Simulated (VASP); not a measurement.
Input:

```xyz
2
Lattice="3.6530 0.0000 0.0000 0.0000 3.6530 0.0000 0.0000 0.0000 3.6530" Properties=species:S:1:pos:R:3 pbc="T T T"
Ta     0.0000     0.0000     0.0000
Si     1.8265     1.8265     1.8265
```

Calculation: PBE GGA, VASP's PBE PAW potentials (set 64) (plane waves; VASP). Settings: 400 eV cut-off, 9×9×9 Γ-centred mesh, first-order Methfessel-Paxton smearing of 0.10 eV, potentials Ta_pv Si.

Energy and stress use the plane-wave basis of the starting cell.

**Question.** The ions, cell shape and volume are relaxed. Which structure does the run end with?

**Answer.** 
```xyz
2
Lattice="3.1508 0.0000 0.0000 0.0000 3.1508 0.0000 0.0000 0.0000 3.1508" Properties=species:S:1:pos:R:3 pbc="T T T"
Ta     0.0000     0.0000     0.0000
Si     1.5754     1.5754     1.5754
```
Space group Pm-3m (221), at a tolerance of 0.03 Å.

**Question.** How do energy and volume change from the first to the last step?

**Answer.** The energy (σ→0) changes by -1249.2 meV/atom and the volume by -35.8 %, in 5 ionic steps.

| step | E(σ→0) (eV) | max force (eV/Å) | pressure (GPa) | volume (Å³) |
|---|---|---|---|---|
| 1 | -14.9043 | 0.000 | -30.67 | 48.75 |
| 2 | -15.0405 | 0.000 | 113.71 | 22.68 |
| 3 | -17.3883 | 0.000 | -4.98 | 32.19 |
| 4 | -17.4012 | 0.000 | -1.63 | 31.57 |
| 5 | -17.4026 | 0.000 | 0.08 | 31.28 |

The structure was generated: TaSi was put into the CsCl type type (Pm-3m), which need not be its known phase. This run relaxes it. Symmetry was kept, so distortions that lower it aren't found. The electron count is odd and the run is not spin-polarised, which forces a metal.
